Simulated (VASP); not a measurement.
Method: PBEsol GGA, VASP's PBE PAW potentials (set 64) (plane waves; VASP).

The input files of a VASP run:

KPOINTS:
```
K-points
0
Gamma
  13 13 8
```

### INCAR
```
# general
SYSTEM  = Sc
PREC    = Accurate
ENCUT   = 500
LREAL   = F
LASPH   = T

# electronic loop
EDIFF   = 1E-6
NELM    = 100
ALGO    = Normal
LMAXMIX = 4

# smearing
ISMEAR  = 1
SIGMA   = 0.1

# functional
GGA     = PS

# ions
IBRION  = 2
NSW     = 40
ISIF    = 3
EDIFFG  = -0.02
PSTRESS = 100

# output
LWAVE   = F
LCHARG  = F
```

### POSCAR
```
Sc
1
    1.5677916972    -2.7154947806     0.0000000000
    1.5677916972     2.7154947806     0.0000000000
    0.0000000000     0.0000000000     4.8291171814
Sc
2
Direct
  0.3333330000   0.6666670000   0.2500000000
  0.6666670000   0.3333330000   0.7500000000
```

POTCAR, in this order: Sc_sv (PBE.64 set). Program: vasp_std.

The resulting files:

**OUTCAR**
```
 ion  position               nearest neighbor table
   1  0.333  0.667  0.250-   2 3.02   2 3.02   2 3.02   2 3.02   2 3.02   2 3.02
   2  0.667  0.333  0.750-   1 3.02   1 3.02   1 3.02   1 3.02   1 3.02   1 3.02
  LATTYP: Found a hexagonal cell.
 ALAT       =     3.1355833124
 C/A-ratio  =     1.5401016973
 Subroutine PRICEL returns:
 Original cell was already a primitive cell.
 Subroutine GETGRP returns: Found 24 space group operations
The static configuration has the point symmetry D_3d.
 The point group associated with its full space group is D_6h.
The dynamic configuration has the point symmetry D_3d.
 Subroutine INISYM returns: Found 24 space group operations
 Subroutine IBZKPT returns following result:
 Found    105 irreducible k-points:

 Following reciprocal coordinates:
            Coordinates               Weight
  0.000000  0.000000  0.000000      1.000000
  0.076923  0.000000  0.000000      6.000000
  0.153846  0.000000  0.000000      6.000000
  0.230769  0.000000  0.000000      6.000000
  0.307692  0.000000  0.000000      6.000000
  0.384615  0.000000  0.000000      6.000000
  0.461538  0.000000  0.000000      6.000000
  0.076923  0.076923  0.000000      6.000000
  0.153846  0.076923  0.000000     12.000000
  0.230769  0.076923  0.000000     12.000000
  0.307692  0.076923  0.000000     12.000000
  0.384615  0.076923  0.000000     12.000000
  0.461538  0.076923  0.000000      6.000000
  0.153846  0.153846  0.000000      6.000000
  0.230769  0.153846  0.000000     12.000000
  0.307692  0.153846  0.000000     12.000000
  0.384615  0.153846  0.000000     12.000000
  0.230769  0.230769  0.000000      6.000000
  0.307692  0.230769  0.000000     12.000000
  0.384615  0.230769  0.000000      6.000000
  0.307692  0.307692  0.000000      6.000000
  0.000000  0.000000  0.125000      2.000000
...
```

**OSZICAR**
```
       N       E                     dE             d eps       ncg     rms          rms(c)
DAV:   1     0.370258870033E+03    0.37026E+03   -0.11038E+04  3150   0.158E+03
DAV:   2     0.764305935287E+01   -0.36262E+03   -0.35766E+03  4215   0.673E+02
DAV:   3    -0.140136209536E+02   -0.21657E+02   -0.21147E+02  5249   0.194E+02
DAV:   4    -0.142763269479E+02   -0.26271E+00   -0.25982E+00  4745   0.204E+01
DAV:   5    -0.142809035969E+02   -0.45766E-02   -0.45763E-02  5257   0.258E+00    0.972E+00
DAV:   6    -0.132053159153E+02    0.10756E+01   -0.23107E+00  3913   0.212E+01    0.314E+00
DAV:   7    -0.130452626528E+02    0.16005E+00   -0.63239E-01  4060   0.102E+01    0.716E-01
DAV:   8    -0.130344052844E+02    0.10857E-01   -0.17655E-02  4411   0.197E+00    0.188E-01
DAV:   9    -0.130338547826E+02    0.55050E-03   -0.28996E-03  4325   0.707E-01    0.151E-02
DAV:  10    -0.130338611651E+02   -0.63824E-05   -0.45336E-05  5303   0.109E-01    0.557E-03
DAV:  11    -0.130338588806E+02    0.22845E-05   -0.16575E-06  2674   0.222E-02    0.108E-03
DAV:  12    -0.130338595662E+02   -0.68563E-06   -0.24811E-07  2016   0.107E-02
   1 F= -.10467459E+02 E0= -.10467434E+02  d E =-.104675E+02
```

**OUTCAR**
```
------------------------ aborting loop because EDIFF is reached ----------------------------------------
  FORCE on cell =-STRESS in cart. coord.  units (eV):
  Direction    XX          YY          ZZ          XY          YZ          ZX
  --------------------------------------------------------------------------------------
  Total        2.5670581      2.5670580      2.5317708      0.0000000      0.0000000      0.0000000
  in kB      100.0256111    100.0256042     98.6506391      0.0000000      0.0000000      0.0000000
  external PRESSURE =      -0.4327152 kB  Pullay stress =     100.0000000 kB
  volume of cell :       41.12
      direct lattice vectors                 reciprocal lattice vectors
     1.567791697 -2.715494781  0.000000000     0.318919918 -0.184128507  0.000000000
     1.567791697  2.715494781  0.000000000     0.318919918  0.184128507  0.000000000
     0.000000000  0.000000000  4.829117181     0.000000000  0.000000000  0.207077187
 POSITION                                       TOTAL-FORCE (eV/Angst)
 -----------------------------------------------------------------------------------
      1.56779      0.90517      1.20728        -0.000000     -0.000000      0.000000
      1.56779     -0.90517      3.62184         0.000000      0.000000      0.000000
 -----------------------------------------------------------------------------------
    total drift:                                0.000097      0.000647     -0.000016
  FREE ENERGIE OF THE ION-ELECTRON SYSTEM (eV)
  ---------------------------------------------------
  free  energy   TOTEN  =       -13.0338595662 eV

  energy  without entropy=      -13.0337859439  energy(sigma->0) =      -13.03383503
  enthalpy is  TOTEN    =       -10.4674587203 eV   P V=        2.5664008459

 reached required accuracy - stopping structural energy minimisation
```
(Selected blocks of OUTCAR.)

The compound is Sc in the hcp structure. It was relaxed first under an external pressure of 10 GPa.
